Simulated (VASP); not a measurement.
A convergence study with VASP on La (dhcp): one setting is varied, all else stays as given below, so the limit is that of these other settings.

```yaml
crystal:
  lattice:
    - [1.88500, -3.26492, 0.00000]
    - [1.88500, 3.26492, 0.00000]
    - [0.00000, 0.00000, 12.16000]
  atoms:
    - { symbol: La, position: [0.00000, 0.00000, 0.50000] }
    - { symbol: La, position: [0.00000, 0.00000, 0.00000] }
    - { symbol: La, position: [0.33333, 0.66667, 0.25000] }
    - { symbol: La, position: [0.66667, 0.33333, 0.75000] }
```

All values below come from PBE GGA, VASP's PBE PAW potentials (set 64) (plane waves; VASP 6.6.1). The tightest run used: 550 eV cut-off, 19×19×5 Γ-centred mesh, first-order Methfessel-Paxton smearing of 0.10 eV, potentials La.

```
setting     E (eV/atom)  pressure (GPa)  irreducible k-points
----------  -----------  --------------  --------------------
1×1×1 mesh      -4.2799           30.80                     1
2×2×1 mesh      -5.8250           -6.41                     2
3×3×1 mesh      -4.9776           -2.58                     3
4×4×1 mesh      -4.7910            0.35                     4
5×5×1 mesh      -4.7925            0.41                     5
6×6×2 mesh      -4.8930            0.05                    14
7×7×2 mesh      -4.8960           -0.24                    16
8×8×2 mesh      -4.8894           -0.23                    20
9×9×2 mesh      -4.8850           -0.26                    24
```

**Question.** These are the cheaper rows. Estimate the results at 19×19×5 mesh, and how far the last row shown lies from them.

**Answer.** 
```tsv
quantity	tightest run	last row shown is off by
E (eV/atom)	-4.8849	-0.0001
pressure (GPa)	-0.15	-0.11
```

Left out are rungs that failed or repeat a setting and relaxations that didn't move; long series are thinned to 24 rows.

The compound is La in the dhcp structure. The cell was not relaxed at this level.
